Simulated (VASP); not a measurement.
An input for Quantum ESPRESSO's pw.x (written as the equivalent of a VASP run, and not itself run):

```
&CONTROL
  calculation = 'vc-relax'
  pseudo_dir = './pseudo'
  outdir = './out'
  tprnfor = .true.
  tstress = .true.
  nstep = 60
  forc_conv_thr = 0.00039
/
&SYSTEM
  ibrav = 0
  nat = 2
  ntyp = 2
  ecutwfc = 84
  occupations = 'smearing'
  smearing = 'methfessel-paxton'
  degauss = 0.00735
  input_dft = 'vdw-df2-b86r'
/
&ELECTRONS
  conv_thr = 7.3e-08
  electron_maxstep = 100
/
&IONS
/
&CELL
/
ATOMIC_SPECIES
  In 114.818 In.upf
  As 74.922 As.upf
CELL_PARAMETERS angstrom
     0.0000000    3.0760408    3.0760408
     3.0760408    0.0000000    3.0760408
     3.0760408    3.0760408    0.0000000
ATOMIC_POSITIONS crystal
  In   0.0000000  0.0000000  0.0000000
  As   0.2500000  0.2500000  0.2500000
K_POINTS automatic
  9 9 9 0 0 0
```

**Question.** Write the VASP files for the same calculation (rev-vdW-DF2).

**Answer.** Several could match; the one computed here: 
File POSCAR:
```
InAs
1
    0.0000000000     3.0760408047     3.0760408047
    3.0760408047     0.0000000000     3.0760408047
    3.0760408047     3.0760408047     0.0000000000
In As
1 1
Direct
  0.0000000000   0.0000000000   0.0000000000
  0.2500000000   0.2500000000   0.2500000000
```

### KPOINTS
```
Regular mesh
0
Gamma
 9 9 9
0 0 0
```

### INCAR
```
SYSTEM = InAs
PREC = Accurate
ENCUT = 520
EDIFF = 1E-6
NELM = 100
ALGO = Normal
LREAL = .FALSE.
LASPH = .TRUE.
ISMEAR = 1
SIGMA = 0.1
GGA = MK
PARAM1 = 0.1234568
PARAM2 = 0.7114
ZAB_VDW = -1.8867
LUSE_VDW = .TRUE.
AGGAC = 0.0
LMAXMIX = 4
LWAVE = .FALSE.
LCHARG = .FALSE.
IBRION = 2
ISIF = 3
NSW = 60
EDIFFG = -0.01
```

POTCAR, in this order: In_d As (PBE.64 set). Program: vasp_std.

Limits of the translation: the potentials are each code's own (VASP's PAW set, PseudoDojo norm-conserving files in pw.x), so ENCUT and ecutwfc are chosen apart and not converted; conv_thr bounds pw.x's estimated SCF error, while EDIFF bounds the energy change between steps; forc_conv_thr acts on force components and is met together with etot_conv_thr.

The compound is InAs in the zinc blende structure. It was relaxed first. The start is the result of an earlier pass.
